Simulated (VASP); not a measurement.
Write the native input for VASP 6.6.1 that does the following.

```
Task                   : single point
Functional             : PBE
Potentials or basis    : VASP PAW PBE potentials, release 64 (Tl_d, Cu, S)
Cutoff                 : 520 eV
k mesh                 : 8 × 8 × 8
Occupations            : gaussian, width 0.1 eV
Spin                   : no spin polarisation
Dipole correction      : no
Further INCAR settings : ALGO = Fast; EDIFF = 1e-06; NBANDS = 29
```

The structure of TlCuS3 lies in POSCAR:

```
TlCuS3
1.0
    4.6970315041      0.0000000000      0.0000000000
    0.0000000000      4.6970315041      0.0000000000
    0.0000000000      0.0000000000      4.6970315041
Tl Cu S
1 1 3
Direct
    0.5000000000      0.5000000000      0.5000000000
    0.0000000000      0.0000000000      0.0000000000
    0.5000000000      0.0000000000      0.0000000000
    0.0000000000      0.5000000000      0.0000000000
    0.0000000000      0.0000000000      0.5000000000
```

The cell was built by a generator and needn't be a form met in nature.

One way to write it, as run:

INCAR

```
PREC = Accurate
ENCUT = 520
EDIFF = 1E-6
ISMEAR = 0
SIGMA = 0.1
LREAL = False
LASPH = True
NELM = 100
ALGO = Fast
ISIF = 2
LWAVE = False
LCHARG = False
GGA = PE
NBANDS = 29
```

KPOINTS

```
Automatic mesh
0
Gamma
  8 8 8
```

Potentials or basis: VASP PAW PBE potentials, release 64 (Tl_d, Cu, S).

The run is started by

```bash
$ cat potpaw_PBE.64/Tl_d/POTCAR potpaw_PBE.64/Cu/POTCAR potpaw_PBE.64/S/POTCAR > POTCAR
$ mpirun -np 1 vasp_std > vasp.out
```

Results of the run:

| Item | Value |
| --- | --- |
| Pressure | 0.0 GPa |
| Band gap on the k mesh | none (metal or under the smearing width) |

Caveat: the run has no spin polarisation, though such a crystal can be magnetic.

Run time: 3.4 min on 1 thread of AMD EPYC 7R13 Processor (Zen 3), with other jobs on the host, peak memory 0.23 GiB.
